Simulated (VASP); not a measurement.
The system is GaGe7.

```
Ga Ge
1.0
     5.76140    0.00000    0.00000
     0.00000    5.76140    0.00000
     0.00000    0.00000    5.76140
Ga Ge
1 7
Direct
  0.00000 0.00000 0.00000
  0.00000 0.50000 0.50000
  0.50000 0.00000 0.50000
  0.50000 0.50000 0.00000
  0.25000 0.25000 0.25000
  0.25000 0.75000 0.75000
  0.75000 0.25000 0.75000
  0.75000 0.75000 0.25000
```

The cell was built by a generator and needn't be a form met in nature.

```yaml
Program: VASP 6.6.1
Task: relaxation of cell and atoms
Functional: PBE
Potentials_or_basis: VASP PAW PBE potentials, release 64 (Ga_d, Ge_d)
Cutoff: 600 eV
k_mesh: 7 × 7 × 7
Occupations: gaussian, width 0.05 eV
Spin: no spin polarisation
```

At the start: pressure 0.2 GPa; volume 23.91 Å³/atom.

Task: How do energy, volume and symmetry change on relaxing?

Result: Over 7 steps the energy falls by 2.8 meV/atom and the volume is 23.97 Å³/atom (+0.3 %); space group P-43m (No. 215, to 0.05 Å).

Step by step:
| step | energy change (eV) | largest force (eV/Å) | pressure (GPa) | volume (Å³) |
| --- | --- | --- | --- | --- |
| 1 | 0.0000 | 0.1951 | 0.21 | 191.24 |
| 2 | -0.0135 | 0.0882 | 0.11 | 191.54 |
| 3 | -0.0143 | 0.0814 | 0.10 | 191.56 |
| 4 | -0.0158 | 0.0677 | 0.08 | 191.59 |
| 5 | -0.0188 | 0.0399 | 0.06 | 191.67 |
| 6 | -0.0241 | 0.0158 | 0.01 | 191.82 |
| 7 | -0.0228 | 0.0009 | 0.02 | 191.78 |

Final structure:
```xyz
8
Lattice="5.7614 0.0000 0.0000 0.0000 5.7614 0.0000 0.0000 0.0000 5.7776" Properties=species:S:1:pos:R:3 pbc="T T T"
Ga    0.0000    0.0000    0.0000
Ge    0.0000    2.8807    2.8888
Ge    2.8807    0.0000    2.8888
Ge    2.8807    2.8807    0.0000
Ge    1.4304    1.4304    1.4344
Ge    1.4304    4.3310    4.3432
Ge    4.3310    1.4304    4.3432
Ge    4.3310    4.3310    1.4344
```
